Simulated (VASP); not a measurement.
Data:

```xyz
8
Lattice="6.4500 0.0000 0.0000 0.0000 6.4500 0.0000 0.0000 0.0000 6.4500" Properties=species:S:1:pos:R:3 pbc="T T T"
Mg     0.0000     6.4500     6.4500
Mg     3.2250     3.2250     6.4500
Mg     3.2250     6.4500     3.2250
Te     1.6250     1.6000     1.6000
Te     4.8250     4.8501     1.6000
Te     4.8250     1.6000     4.8501
Te     1.6250     4.8501     4.8501
Cd     0.0000     3.2250     3.2250
```

Computed with PBEsol GGA, VASP's PBE PAW potentials (set 64) (plane waves; VASP). Run with 400 eV cut-off, Gaussian smearing of 0.050 eV, potentials Mg Te Cd.

Unless said otherwise, spin-orbit coupling is left out, though it shifts the bands of the heavy elements here.

Q: Give the energies of bands 12 to 25 at the high-symmetry points, in eV from the valence-band maximum.

A: 
```
band      Γ      X      M      R
----  -----  -----  -----  -----
12    -3.18  -2.21  -2.74  -3.44
13    -1.37  -2.13  -2.74  -3.44
14    -1.37  -1.96  -1.76  -0.60
15    -1.37  -1.89  -1.76  -0.60
16    -1.37  -1.67  -1.74  -0.60
17    -1.37  -1.67  -1.66  -0.53
18    -1.37  -0.88  -0.65  -0.53
19     0.00  -0.88  -0.52  -0.40
20     0.00  -0.70  -0.48  -0.40
21     0.00  -0.70  -0.48  -0.40
22     1.81   3.49   3.52   2.11
23     2.67   3.70   4.11   3.06
24     2.67   3.77   4.11   3.06
25     2.67   3.99   4.16   3.06
```

The gap is direct, 1.81 eV, from the valence maximum at Γ to the conduction minimum at Γ.

The structure was generated: CdMg3Te4 was put into an ordered model structure (P-43m), which need not be its known phase. It was relaxed first.
